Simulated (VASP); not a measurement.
Data:

```yaml
crystal:
  lattice:
    - [2.78057, 0.00000, 0.00000]
    - [-1.39029, 2.40805, 0.00000]
    - [0.00000, 0.00000, 4.61278]
  atoms:
    - { symbol: Ag, position: [0.00000, 0.00000, 0.50000] }
    - { symbol: Pd, position: [0.66667, 0.33333, 0.00000] }
```

All values below come from PBEsol GGA with spin-orbit coupling, VASP's PBE PAW potentials (set 64) (plane waves; VASP). Numerical set-up: 400 eV cut-off, 14×14×7 Γ-centred mesh, Gaussian smearing of 0.050 eV, potentials Ag Pd.

### Question
What does the run give for the energy per atom (σ→0), band gap (over mesh and band path) with the smallest direct gap where there is one?

### Answer

The band gap (over mesh and band path) comes out as none (metal, semimetal or under 0.01 eV) and the energy per atom (σ→0) is -4.717 eV/atom.

The structure comes from a computed database's AgPd entry (P-6m2); how it stands against other phases isn't given here. It was relaxed first.
